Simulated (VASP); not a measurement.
C:

```
C
1.0
     0.00000    1.78337    1.78337
     1.78337    0.00000    1.78337
     1.78337    1.78337    0.00000
C
2
Direct
  0.75000 0.75000 0.75000
  0.50000 0.50000 0.50000
```

This isn't the form of C at room conditions, which is graphite.

Base run:

| Property | Result |
| --- | --- |
| Program | VASP 6.6.1 |
| Functional | TB-mBJ |
| Potentials or basis | VASP PAW PBE potentials, release 64 (C) |
| Cutoff | 520 eV |
| k mesh | 12 × 12 × 12 |
| Occupations | gaussian, width 0.02 eV |
| Spin | no spin polarisation |

Its results: band gap on the k mesh 4.98 eV, indirect (least direct gap 6.62 eV).

Problem. The run is repeated on the same cell with these changes: functional from TB-mBJ to PBE; further incar settings from ALGO = Normal; EDIFF = 1e-06 to ALGO = Normal; EDIFF = 1e-08. What comes out?

Solution. Band gap on the k mesh 4.15 eV, indirect (least direct gap 5.59 eV).

A k mesh can miss the band edges.
